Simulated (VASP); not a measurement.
A convergence study with VASP on WS$_{2}$ (2H layered): one setting is varied, all else stays as given below, so the limit is that of these other settings.

```xyz
6
Lattice="1.5750 -2.7280 0.0000 1.5750 2.7280 0.0000 0.0000 0.0000 12.3200" Properties=species:S:1:pos:R:3 pbc="T T T"
W      1.5750     0.9093     3.0800
W      1.5750    -0.9093     9.2400
S      1.5750     0.9093    10.8170
S      1.5750    -0.9093     4.6570
S      1.5750    -0.9093     1.5030
S      1.5750     0.9093     7.6630
```

Level of theory: PBE GGA, VASP's PBE PAW potentials (set 64) (plane waves; VASP 6.6.1). The tightest run used: 550 eV cut-off, 17×17×4 Γ-centred mesh, tetrahedra with Blöchl corrections, potentials W_sv S.

### Question
The settings run are 4×4×1 mesh; 5×5×1 mesh; 6×6×1 mesh; 7×7×2 mesh; 8×8×2 mesh; 9×9×2 mesh; 10×10×2 mesh; 11×11×2 mesh; 12×12×3 mesh; 13×13×3 mesh; 14×14×3 mesh; 15×15×3 mesh; 16×16×4 mesh; 17×17×4 mesh. From which on does the stress (every component) stay within 0.2 GPa of the tightest run?

### Answer
From 7×7×2 mesh on: it is off by 0.02 there and by no more than 0.2 in any finer run, while 6×6×1 mesh is off by 0.46.
| setting | E (eV/atom) | pressure (GPa) | largest force (eV/Å) | irreducible k-points | difference judged (GPa) |
|---|---|---|---|---|---|
| 4×4×1 mesh | -7.8817 | 3.85 | 0.080 | 4 | 0.28 |
| 5×5×1 mesh | -7.8647 | 4.23 | 0.009 | 5 | 0.41 |
| 6×6×1 mesh | -7.8640 | 4.24 | 0.004 | 7 | 0.46 |
| 7×7×2 mesh | -7.8703 | 4.08 | 0.015 | 16 | 0.02 |
| 8×8×2 mesh | -7.8699 | 4.08 | 0.018 | 20 | 0.01 |
| 9×9×2 mesh | -7.8699 | 4.08 | 0.018 | 24 | 0.01 |
| 10×10×2 mesh | -7.8700 | 4.08 | 0.017 | 28 | 0.00 |
| 11×11×2 mesh | -7.8699 | 4.08 | 0.017 | 32 | 0.00 |
| 12×12×3 mesh | -7.8700 | 4.08 | 0.017 | 38 | 0.00 |
| 13×13×3 mesh | -7.8700 | 4.08 | 0.017 | 42 | 0.00 |
| 14×14×3 mesh | -7.8700 | 4.08 | 0.017 | 48 | 0.00 |
| 15×15×3 mesh | -7.8700 | 4.07 | 0.018 | 54 | 0.02 |
| 16×16×4 mesh | -7.8700 | 4.08 | 0.017 | 90 | 0.00 |
| 17×17×4 mesh | -7.8700 | 4.08 | 0.017 | 99 | 0.00 |

Left out are rungs that failed or repeat a setting and relaxations that didn't move; long series are thinned to 24 rows.

The compound is WS2 in the 2H layered structure. The cell was not relaxed at this level, forces remain on its atoms.
